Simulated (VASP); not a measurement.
A run of VASP 6.6.1 is set up as follows.

File INCAR:

```
PREC = Accurate
ENCUT = 520
EDIFF = 1E-7
ISMEAR = 0
SIGMA = 0.1
LREAL = F
LASPH = T
NELM = 100
ALGO = Normal
ISIF = 2
LWAVE = F
LCHARG = T
GGA = PE
LELF = T
LVHAR = T
NBANDS = 36
```

File KPOINTS:

```
regular mesh
0
Gamma
  6 6 4
```

POSCAR

```
Be3Ga3C2
1.0
    5.0452157600      0.0000000000      0.0000000000
   -2.5226078800      4.3692850200      0.0000000000
    0.0000000000      0.0000000000      4.0328760500
Be Ga C
3 3 2
Direct
    0.0125490000      0.5062745000      0.5000000000
    0.4937255000      0.5062745000      0.5000000000
    0.4937255000      0.9874510000      0.5000000000
    0.6533320000      0.8266660000      0.0000000000
    0.1733340000      0.8266660000      0.0000000000
    0.1733340000      0.3466680000      0.0000000000
    0.0000000000      0.0000000000      0.5000000000
    0.6666666700      0.3333333300      0.0000000000
```

Potentials or basis: VASP PAW PBE potentials, release 64 (Be, Ga_d, C).

Launch:

```sh
$ cat potpaw_PBE.64/Be/POTCAR potpaw_PBE.64/Ga_d/POTCAR potpaw_PBE.64/C/POTCAR > POTCAR
$ mpirun -np 1 vasp_std > vasp.out
```

(1) Predict the pressure.

(2) Estimate the largest force.

Results:

(1) 4.9 GPa.

(2) 2.176 eV/Å.

Caveat: the k mesh is coarse (spacing up to 0.39 Å⁻¹), so the values aren't converged; forces of over 1 eV/Å show positions far from the minimum, so gaps and moduli don't describe the material at rest.
